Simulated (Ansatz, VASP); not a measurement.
**Be12H2N: VASP beside Ansatz**

```xyz
15
Lattice="4.5800 0.0000 0.0000 2.2900 3.9664 0.0000 0.0000 0.0000 16.5884" Properties=species:S:1:pos:R:3 pbc="T T T"
Be    0.0000    0.0000    1.0000
Be    2.2900    0.0000    1.0000
Be    1.1450    1.9832    1.0000
Be    3.4350    1.9832    1.0000
Be    0.0161    1.3348    2.8899
Be    2.3164    1.2935    2.8247
Be    1.1325    3.3492    2.8263
Be    3.4061    3.2891    2.7989
Be   -0.0034   -0.0202    4.9578
Be    2.2223   -0.0341    4.5048
Be    1.2679    2.0605    4.5020
Be    3.4104    1.9993    4.9563
N     4.0572    1.0257    6.2066
H     4.7951    1.4503    6.7689
H     3.3693    0.6281    6.8457
```

Alike in both runs: functional PBE; k mesh 6 × 6 × 1; occupations gaussian, width 0.05 eV; no spin polarisation.

Ansatz relaxed the structure, and its values are those at the end. VASP's run is a single point on that final structure, the one shown.

|  | VASP | Ansatz |
| --- | --- | --- |
| version | VASP 6.6.1 | Ansatz 0.2.0 |
| potentials or method | VASP PAW PBE potentials, release 64 (Be, N, H) | scalar-relativistic, plane waves, PAW |
| plane-wave cutoff (eV) | 520 | 420 |
| valence electrons in the cell | 31 | 31 |

Ansatz gave:

| Quantity | Value |
| --- | --- |
| rms of the force components (eV/Å) | 0.051 |

**Question.** Estimate VASP's values.

**Answer.** rms of the force components (eV/Å): 0.052.

Ansatz warned: «xc_potential_rough_in_thin_density».
